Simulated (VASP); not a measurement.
# ZrC: structure and properties in VASP, part 2 of 2

What structure does ZrC take at this level, and what are its properties? The start is a cell from a database of measured crystal structures.

VASP 6.6.1; AM05; plane waves and PAW (Zr_sv, C).

Still holding for the runs below: The k-mesh is coarse for a metal.

So far. Step 10 (Volume scan with AM05 (run 4)): The pressure falls from 4.91 to -0.05 GPa. Step 10 (Volume scan with AM05 (run 4)): The run ends at a pressure of -0.05 GPa.

## Step 11: Volume scan with AM05 (run 5)

Input file INCAR:

```
SYSTEM = ZrC
PREC = Accurate
ENCUT = 520
EDIFF = 1E-06
NELM = 100
ISMEAR = 0
SIGMA = 0.05
LREAL = .FALSE.
ALGO = Normal
GGA = AM
NBANDS = 14
LASPH = .TRUE.
LORBIT = 11
LWAVE = .FALSE.
LCHARG = .FALSE.
KPAR = 2
ISIF = 2
```

Input file POSCAR:

```
ZrC
1.0
    0.0000000000      2.3487337448      2.3487337448
    2.3487337448      0.0000000000      2.3487337448
    2.3487337448      2.3487337448      0.0000000000
Zr C
1 1
Direct
    0.5000000000      0.5000000000      0.5000000000
    0.0000000000      0.0000000000      0.0000000000
```

Input file KPOINTS:

```
Automatic mesh
0
Gamma
8 8 8
0 0 0
```

PAW data sets: Zr_sv and C (PBE family, release 64).

On the command line:

```console
$ mpirun -np 2 vasp_std
```

Elapsed: 5.2 s, on 2 MPI ranks of Intel Xeon 6975P-C (Granite Rapids), shared host; peak memory 0.29 GiB.

The pressure falls from -0.05 to -4.53 GPa.

The run ends at a pressure of -4.53 GPa.

## Step 12: Volume scan with AM05 (run 6)

INCAR is that of step 11.

Input file POSCAR:

```
ZrC
1.0
    0.0000000000      2.3639856899      2.3639856899
    2.3639856899      0.0000000000      2.3639856899
    2.3639856899      2.3639856899      0.0000000000
Zr C
1 1
Direct
    0.5000000000      0.5000000000      0.5000000000
    0.0000000000      0.0000000000      0.0000000000
```

KPOINTS is that of step 11.

On the command line:

```console
$ mpirun -np 2 vasp_std
```

The job ended after 5.2 s (2 MPI ranks; peak memory 0.29 GiB).

The pressure falls from -4.53 to -8.60 GPa.

The run ends at a pressure of -8.60 GPa.

## Step 13: Volume scan with AM05 (run 7)

A prediction first. A parabola through the 6 pressures of evenly scaled cells so far, P = -0.05 -236.3 t +477 t² GPa with t = ln(V/V₁) and V₁ the volume at scale 1, gives -12.20 GPa at t = +0.0583.

INCAR is that of step 12.

Input file POSCAR:

```
ZrC
1.0
    0.0000000000      2.3790433296      2.3790433296
    2.3790433296      0.0000000000      2.3790433296
    2.3790433296      2.3790433296      0.0000000000
Zr C
1 1
Direct
    0.5000000000      0.5000000000      0.5000000000
    0.0000000000      0.0000000000      0.0000000000
```

KPOINTS is that of step 12.

On the command line:

```console
$ mpirun -np 2 vasp_std
```

The job ended after 5.2 s (2 MPI ranks; peak memory 0.29 GiB; 9.6 s of CPU time).

The pressure falls from -8.60 to -12.26 GPa. The parabola predicted -12.20 GPa, +0.06 GPa off.

## Step 14: Side by side

Times are for 2 MPI ranks of Intel Xeon 6975P-C (Granite Rapids), shared host. The runs compared:

```
no.  volume scale  energy above the lowest point (meV/atom)  pressure (GPa)   time  memory (GiB)
  1          0.94                                     37.58           16.40  3.6 s          0.25
  2          0.96                                     16.24           10.37  3.6 s          0.26
  3          0.98                                      3.99           4.908  3.6 s          0.26
  4             1                                         0        -0.04579  5.4 s          0.29
  5          1.02                                      3.47          -4.533  5.2 s          0.29
  6          1.04                                     13.75          -8.596  5.2 s          0.29
  7          1.06                                     30.17          -12.26  5.2 s          0.29
```

## Step 15: Fit for AM05

This step: Birch-Murnaghan fit, AM05; plane waves and PAW (VASP 6.6.1).

Derived from the runs above.

Numbers from this step:

- pressure derivative of the bulk modulus: 3.873
- r.m.s. error of the fit: 3.86e-6 eV/atom
- minimum inside the sampled range: yes
- bulk modulus: 235.3 GPa
- equilibrium volume of the fit: 12.71 Å³/atom

The energy above the fitted minimum by volume:

```
volume (Å³/atom)  energy above the fitted minimum (eV/atom)
          11.941                                     0.0376
          12.195                                     0.0162
          12.449                                    0.00399
          12.703                                     5.3e-6
          12.957                                    0.00348
          13.211                                     0.0138
          13.465                                     0.0302
```

The fitted volume lies +0.04 % from the relaxed one.

## Step 16: Field gradients at the nuclei (AM05)

This step: AM05; plane waves and PAW (Zr_sv, C) (VASP 6.6.1).

Field gradients probe how far the charge around each nucleus departs from cubic symmetry; LASPH keeps the non-spherical terms inside the spheres.

INCAR, as its differences from that of step 13:

```diff
@@ -3,3 +3,3 @@
 ENCUT = 520
-EDIFF = 1E-06
+EDIFF = 1E-07
 NELM = 100
@@ -16,2 +16,2 @@
 KPAR = 2
-ISIF = 2
+LEFG = .TRUE.
```

Input file POSCAR:

```
ZrC
1.0
    0.0000000000      2.3332811017      2.3332811017
    2.3332811017      0.0000000000      2.3332811017
    2.3332811017      2.3332811017      0.0000000000
Zr C
1 1
Direct
    0.5000000000      0.5000000000      0.5000000000
    0.0000000000      0.0000000000      0.0000000000
```

KPOINTS is that of step 13.

On the command line:

```console
$ mpirun -np 2 vasp_std
```

Run time: 5.4 s. Hardware: 2 MPI ranks; peak memory 0.29 GiB; 10 s of CPU time.

This step gave:

```yaml
free_energy_toten: -20.09 eV
energy_at_zero_smearing: -20.09 eV
fermi_energy: 9.689 eV
pressure: -0.04876 GPa
```

Electric field gradients, by row:

```
atom  Vxx (V/Å²)  Vyy (V/Å²)  Vzz (V/Å²)  asymmetry
 Zr1           0           0           0          -
  C2           0           0           0          -
```

All gradients vanish within the noise.

The run ends at a pressure of -0.05 GPa.

## Step 17: Summary of results

```json
{
  "relaxed volume": "12.70 Å³/atom",
  "relaxed conventional cell a, b, c": "4.667, 4.667, 4.667 Å",
  "space group after relaxing, within 0.02 Å": "Fm-3m (No. 225)",
  "band gap": "none, a metal",
  "DOS at the Fermi level": "0.211 states/eV/cell",
  "bulk modulus from the fit": "235 GPa",
  "volume from the fit": "12.7 Å³/atom",
  "largest field gradient Vzz": "zero within the noise on all sites"
}
```

What this shows: With AM05, ZrC relaxes to 12.70 Å³/atom in space group Fm-3m (held by the symmetry of the run), comes out as a metal and has a bulk modulus of 235 GPa. Against the listed cell the volume lies -2.1 %. Bands along the symmetry lines (AM05): Of the bands kept, 4 cross the Fermi level on this path. Spin-orbit coupling is left out; it would split some degenerate bands. The k-sampling is coarse for a metal, so the Fermi level, pressures and the shape of the cell carry errors. No search among competing phases was made, and a listed structure need not be the one stable at ambient conditions. All values are for a static lattice at zero temperature.

[Lines on the potential files, build, host, timing and source positions are cut from VASP's logs without a mark.]

[Logs are printed without paths, hosts, clocks, repeated set-up lines and the standing remarks that a program may print on its own settings, such as how far it seeks lower states.]

[Hosts, paths, dates, database ids (printed as entryN), source tags and the programs' standing remarks are cut or masked in the printed files.]

[A measured line is paired with the nearest computed mode of its activity, which favours agreement.]
